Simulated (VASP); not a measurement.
# In2SiS4 (P1) in VASP: single point with LDA

Aim: the single point of In2SiS4 with LDA.

All numbers are computed with VASP 6.6.1; they aren't measurements. Logs are shortened: lines on timing, memory, paths and dates and some standing lists are left out, and cuts for length are marked.

## 1. The structure

The typed cell holds 14 atoms: a = 7.366 Å, b = 7.340 Å, c = 7.484 Å, α = 59.38°, β = 59.37°, γ = 60.65°.

The cell was built by a generator and needn't be a form met in nature.

## 2. Single point, LDA

INCAR

```
SYSTEM = In2SiS4
  PREC = Accurate
  ENCUT = 520
  EDIFF = 1E-7
  ISMEAR = -5
  SIGMA = 0.1
  LREAL = .FALSE.
  LASPH = .TRUE.
  NELM = 100
  ALGO = Fast
  ISIF = 2
  LWAVE = .FALSE.
  LCHARG = .FALSE.
  NBANDS = 67
```

KPOINTS

```
Automatic mesh
0
G
  3 3 3
  0 0 0
```

POSCAR

```
In2SiS4
1.0
    0.0159077700      5.2840934700      5.1315128000
    5.2606679800      0.0285517000      5.1188688700
    5.2865077200      5.2972902700      0.0027119600
Si In S
2 4 8
Direct
    0.9946090000      0.9956370000      0.9998340000
    0.2453980000      0.2425510000      0.2659490000
    0.6216090000      0.6199500000      0.6344910000
    0.1168050000      0.6362520000      0.6185310000
    0.6274360000      0.6328110000      0.1249900000
    0.6255340000      0.1247280000      0.6187260000
    0.3965970000      0.3926250000      0.3796700000
    0.4118270000      0.8772610000      0.8469980000
    0.3690520000      0.3962740000      0.8352770000
    0.8686230000      0.4125030000      0.8710690000
    0.8449120000      0.3899260000      0.3824860000
    0.8489610000      0.8714390000      0.8599260000
    0.3905380000      0.8280750000      0.3900980000
    0.8519370000      0.8651770000      0.4176150000
```

Potentials or basis: VASP PAW LDA potentials, release 64 (Si, In_d, S).

The run is started by

```
cat potpaw_LDA.64/Si/POTCAR potpaw_LDA.64/In_d/POTCAR potpaw_LDA.64/S/POTCAR > POTCAR
mpirun -np 1 vasp_std > vasp.out
```

OUTCAR:

```text
SYSTEM = In2SiS4
   PREC = Accurate
   ENCUT = 520
   EDIFF = 1E-7
   ISMEAR = -5
   LREAL = .FALSE.
   LASPH = .TRUE.
   NELM = 100
   ISIF = 2

 ion  position               nearest neighbor table
   1  0.995  0.996  1.000-  12 2.48  10 2.51   8 2.51  14 2.53
   2  0.245  0.243  0.266-  11 2.42  13 2.49   7 2.51   9 2.61
   3  0.622  0.620  0.634-  14 2.44   9 2.46   8 2.49  13 2.52  11 2.54  10 2.57   4 3.65   6 3.66
                             6 3.68   4 3.72   5 3.74   5 3.74
   4  0.117  0.636  0.619-  13 2.41  10 2.42  14 2.47   9 2.48  12 2.52   7 2.56   6 3.64   3 3.65
                             5 3.66   5 3.69   3 3.72   6 3.79
   5  0.627  0.633  0.125-  12 2.37   7 2.42  13 2.44  10 2.50  11 2.51   8 2.62   4 3.66   6 3.67
                             6 3.68   4 3.69   3 3.74   3 3.74
   6  0.626  0.125  0.619-   8 2.37  14 2.43  12 2.46   7 2.48  11 2.49   9 2.58   4 3.64   3 3.66
                             5 3.67   5 3.68   3 3.68   4 3.79
   7  0.397  0.393  0.380-   5 2.42   6 2.48   2 2.51   4 2.56
   8  0.412  0.877  0.847-   6 2.37   3 2.49   1 2.51   5 2.62
   9  0.369  0.396  0.835-   3 2.46   4 2.48   6 2.58   2 2.61
  10  0.869  0.413  0.871-   4 2.42   5 2.50   1 2.51   3 2.57
  11  0.845  0.390  0.382-   2 2.42   6 2.49   5 2.51   3 2.54
  12  0.849  0.871  0.860-   5 2.37   6 2.46   1 2.48   4 2.52
  13  0.391  0.828  0.390-   4 2.41   5 2.44   2 2.49   3 2.52
  14  0.852  0.865  0.418-   6 2.43   3 2.44   4 2.47   1 2.53

  LATTYP: Found a triclinic cell.
 ALAT       =     7.3541822146
 B/A-ratio  =     1.4320226310
 C/A-ratio  =     3.5588150349
 COS(alpha) =     0.0002695786
 COS(beta)  =     0.6826121643
 COS(gamma) =     0.7173395018

  Lattice vectors:

 A1 = (   5.2705999500,   0.0131968000,  -5.1288008400)
 A2 = (  10.5312679300,   0.0417485000,  -0.0099319700)
 A3 = (   0.0039561700,  -5.3148032700, -25.6268522200)

Analysis of symmetry for initial positions (statically):
=====================================================================
 Subroutine PRICEL returns:
 Original cell was already a primitive cell.

 Routine SETGRP: Setting up the symmetry group for a
 triclinic supercell.

 Subroutine GETGRP returns: Found  1 space group operations
 (whereof  1 operations were pure point group operations)
 out of a pool of  2 trial point group operations.

The static configuration has the point symmetry C_1 .

Analysis of symmetry for dynamics (positions and initial velocities):
=====================================================================
 Subroutine PRICEL returns:
 Original cell was already a primitive cell.

 Routine SETGRP: Setting up the symmetry group for a
 triclinic supercell.

 Subroutine GETGRP returns: Found  1 space group operations
 (whereof  1 operations were pure point group operations)
 out of a pool of  2 trial point group operations.

The dynamic configuration has the point symmetry C_1 .

 Subroutine INISYM returns: Found  1 space group operations
 (whereof  1 operations are pure point group operations),
 and found     1 'primitive' translations

----------------------------------------------------------------------------------------

                                     Primitive cell

  volume of cell :     284.7126

  direct lattice vectors                    reciprocal lattice vectors
     0.015907770  5.284093470  5.131512800    -0.095240108  0.094996410  0.097348514
     5.260667980  0.028551700  5.118868870     0.095425297 -0.095281139  0.097818414
     5.286507720  5.297290270  0.002711960     0.094488513  0.094529561 -0.097633224

  length of vectors
     7.365753218  7.340181285  7.483879705     0.166047371  0.166592091  0.165517865

  position of ions in fractional coordinates (direct lattice)
     0.994609000  0.995637000  0.999834000
     0.245398000  0.242551000  0.265949000
     0.621609000  0.619950000  0.634491000
     0.116805000  0.636252000  0.618531000
     0.627436000  0.632811000  0.124990000
     0.625534000  0.124728000  0.618726000
     0.396597000  0.392625000  0.379670000
     0.411827000  0.877261000  0.846998000
     0.369052000  0.396274000  0.835277000
     0.868623000  0.412503000  0.871069000
     0.844912000  0.389926000  0.382486000
     0.848961000  0.871439000  0.859926000
     0.390538000  0.828075000  0.390098000
     0.851937000  0.865177000  0.417615000

  ion indices of the primitive-cell ions
[... 40 lines left out ...]
 ===========================================

 Found     14 irreducible k-points:

 Following reciprocal coordinates:
            Coordinates               Weight
  0.000000  0.000000  0.000000      1.000000
  0.333333 -0.000000 -0.000000      2.000000
 -0.000000  0.333333 -0.000000      2.000000
  0.333333  0.333333 -0.000000      2.000000
 -0.333333  0.333333  0.000000      2.000000
  0.000000  0.000000  0.333333      2.000000
  0.333333 -0.000000  0.333333      2.000000
 -0.333333  0.000000  0.333333      2.000000
 -0.000000  0.333333  0.333333      2.000000
  0.333333  0.333333  0.333333      2.000000
 -0.333333  0.333333  0.333333      2.000000
  0.000000 -0.333333  0.333333      2.000000
  0.333333 -0.333333  0.333333      2.000000
 -0.333333 -0.333333  0.333333      2.000000
   k-points           NKPTS =     14   k-points in BZ     NKDIM =     14   number of bands    NBANDS=     67
   number of dos      NEDOS =    301   number of ions     NIONS =     14
   total plane-waves  NPLWV = 175616
   dimension x,y,z NGX =    56 NGY =   56 NGZ =   56
   dimension x,y,z NGXF=   112 NGYF=  112 NGZF=  112
   ions per type =               2   4   8
   NGX,Y,Z   is equivalent  to a cutoff of  12.64, 12.68, 12.44 a.u.
   NGXF,Y,Z  is equivalent  to a cutoff of  25.28, 25.37, 24.88 a.u.
 SYSTEM =  In2SiS4
   PREC   = accura    normal or accurate (medium, high low for compatibility)
   ISTART =      0    job   : 0-new  1-cont  2-samecut
   ICHARG =      2    charge: 1-file 2-atom 10-const
   ISPIN  =      1    spin polarized calculation?
   LNONCOLLINEAR =      F non collinear calculations
   LSORBIT =      F    spin-orbit coupling
   LASPH  =      T    aspherical Exc in radial PAW
   ENCUT  =  520.0 eV  38.22 Ry    6.18 a.u.  13.70 13.65 13.92*2*pi/ulx,y,z
   NELM   =    100;   NELMIN=  2; NELMDL= -5     # of ELM steps
   EDIFF  = 0.1E-06   stopping-criterion for ELM
   LREAL  =      F    real-space projection
   EDIFFG = 0.1E-05   stopping-criterion for IOM
   NSW    =      0    number of steps for IOM
   IBRION =     -1    ionic relax: 0-MD 1-quasi-New 2-CG
   NFREE  =      0    steps in history (QN), initial steepest desc. (CG)
   ISIF   =      2    stress and relaxation
   ISYM   =      2    0-nonsym 1-usesym 2-fastsym
   POTIM  = 0.5000    time-step for ionic-motion
   TEBEG  =    0.0;   TEEND  =   0.0 temperature during run
   PSTRESS=    0.0 pullay stress
   NELECT =     108.0000    total number of electrons
   NUPDOWN=      -1.0000    fix difference up-down
   EMIN   =  10.00;   EMAX   =-10.00  energy-range for DOS
   EFERMI =   0.00;   METHOD = LEGACY
   ISMEAR =    -5;   SIGMA  =   0.10  broadening in eV -4-tet -1-fermi 0-gaus
   EFERMI_NEDOS =   21; number of points for ismear=-14 and -15
   IALGO  =     68    algorithm
   IMIX   =      4    mixing-type and parameters
     AMIX     =   0.40;   BMIX     =  1.00
     AMIX_MAG =   1.60;   BMIX_MAG =  1.00
  volume/ion in A,a.u.               =      20.34       137.24
  Fermi-wavevector in a.u.,A,eV,Ry     =   1.185079  2.239474 19.108179  1.404412
  Thomas-Fermi vector in A             =   2.321280
   LORBIT       =      0    0 simple, 1 ext, 2 COOP (PROOUT), +10 PAW based schemes
   GGA     = CA    functional components
   LHFCALC =     F    Hartree Fock is set to
   AEXX    =    0.0000 exact exchange contribution
   IVDW    =     0    specifies the selected vdW correction
   LEPSILON=     F    determine dielectric tensor
   LRPA    =     F    only Hartree local field effects (RPA)
 non-spin polarized calculation
 RMM-DIIS sequential band-by-band and
 Fermi weights with tetrahedron method with Bloechl corrections
  energy-cutoff  :      520.00
  volume of cell :      284.71
 maximum number of plane-waves:      7681
   NGX = 27   NGY = 27   NGZ = 27

 number of electron     108.0000005 magnetization

 Free energy of the ion-electron system (eV)
  ---------------------------------------------------
  ext. energy  EPLUGINS =         0.00000000
  ---------------------------------------------------
  free energy    TOTEN  =       -64.83879436 eV

  energy without entropy =      -64.83879436  energy(sigma->0) =      -64.83879436

 E-fermi :   7.1323     XC(G=0): -10.2257

 val. band max:        7.2213099877   @ k =   0.3333  -0.3333   0.3333
 cond. band min:       6.7192966616   @ k =   0.0000   0.0000   0.0000
 fundamental gap:     -0.5020133261
 Fermi energy:         7.1323435916

 k-point     1 :       0.0000    0.0000    0.0000
  band No.  band energies     occupation
      1      -9.2994      2.00000
      2      -9.2442      2.00000
      3      -9.2040      2.00000
      4      -9.0134      2.00000
      5      -8.5188      2.00000
      6      -8.4950      2.00000
[... 955 lines left out ...]
     65      10.9352      0.00000
     66      11.3905      0.00000
 [bands above 66 left out]

------------------------ aborting loop because EDIFF is reached ----------------------------------------

  FORCE on cell =-STRESS in cart. coord.  units (eV):
  Direction    XX          YY          ZZ          XY          YZ          ZX
  --------------------------------------------------------------------------------------
  -------------------------------------------------------------------------------------
  Total       19.1240157     18.3650323     27.2956860      0.2804468      0.0380147      0.4403573
  in kB      107.6175294    103.3464642    153.6023783      1.5781722      0.2139223      2.4780446
  external PRESSURE =     121.5221239 kB  Pullay stress =       0.0000000 kB

 VOLUME and BASIS-vectors are now :
 -----------------------------------------------------------------------------
  energy-cutoff  :      520.00
  volume of cell :      284.71
      direct lattice vectors                 reciprocal lattice vectors
     0.015907770  5.284093470  5.131512800    -0.095240108  0.094996410  0.097348514
     5.260667980  0.028551700  5.118868870     0.095425297 -0.095281139  0.097818414
     5.286507720  5.297290270  0.002711960     0.094488513  0.094529561 -0.097633224

 POSITION                                       TOTAL-FORCE (eV/Angst)
 -----------------------------------------------------------------------------------
     10.53917     10.58044     10.20310         0.049090      0.084374      0.257192
      2.68583      2.71244      2.50157        -0.211259     -0.145885      0.374736
      6.62548      6.66342      6.36496        -0.163028      0.311399     -0.456309
      6.61884      3.91191      3.85795        -0.340421      0.117508     -0.030813
      3.99975      3.99561      6.45931        -0.292579     -0.380332     -0.394932
      3.93700      6.58651      3.85008         0.897572     -0.408532      0.869532
      4.07891      4.11809      4.04597        -0.758839     -1.195009     -1.475846
      9.09919      6.68797      6.60618         1.134234     -0.575271     -2.223993
      6.50624      6.38612      3.92453         0.758403      1.459049     -1.057038
      6.78877      9.21597      6.57126        -1.195227      0.525940     -1.622546
      4.08673      6.50187      6.33269        -0.603083      1.005782      0.940748
      9.14386      9.06615      8.81957         0.881306      1.128492      1.892055
      6.42470      4.15374      6.24392         1.365125     -0.945504      1.585034
      6.77269      6.73864      8.80159        -1.521293     -0.982011      1.342180
 -----------------------------------------------------------------------------------
    total drift:                                0.000416      0.000528     -0.000261

  FREE ENERGIE OF THE ION-ELECTRON SYSTEM (eV)
  ---------------------------------------------------
  free  energy   TOTEN  =       -64.8387943588 eV

  energy  without entropy=      -64.8387943588  energy(sigma->0) =      -64.83879436
```

Run time: 13 min. Hardware: 1 thread of Intel Xeon Platinum 8488C (Sapphire Rapids), shared host; peak memory 0.44 GiB.

Results:

- Free energy: -64.8388 eV
- Pressure: 12.2 GPa
- Largest force: 2.562 eV/Å
- Band gap on the k mesh: none (metal or under the smearing width)

Forces on the atoms (eV/Å):
```
Si   0.049  0.084  0.257
Si  -0.211 -0.146  0.375
In  -0.163  0.311 -0.456
In  -0.340  0.118 -0.031
In  -0.293 -0.380 -0.395
In   0.898 -0.409  0.870
S   -0.759 -1.195 -1.476
S    1.134 -0.575 -2.224
S    0.758  1.459 -1.057
S   -1.195  0.526 -1.623
S   -0.603  1.006  0.941
S    0.881  1.128  1.892
S    1.365 -0.946  1.585
S   -1.521 -0.982  1.342
```

Stress tensor (GPa, compression positive):
```
10.76  0.16  0.25
 0.16 10.33  0.02
 0.25  0.02 15.36
```

Levels at points of the mesh, in eV from the Fermi level:
```
           k point  band 50  band 51  band 52  band 53  band 54  band 55  band 56  band 57  band 58  band 59
(0.00, 0.00, 0.00)    -2.32    -2.12    -1.93    -1.85    -1.82    -0.53    -0.41    -0.35     1.07     1.48
```

Caveat: forces of over 1 eV/Å show positions far from the minimum, so gaps and moduli don't describe the material at rest; tetrahedron occupations give inexact forces and stress in metals.
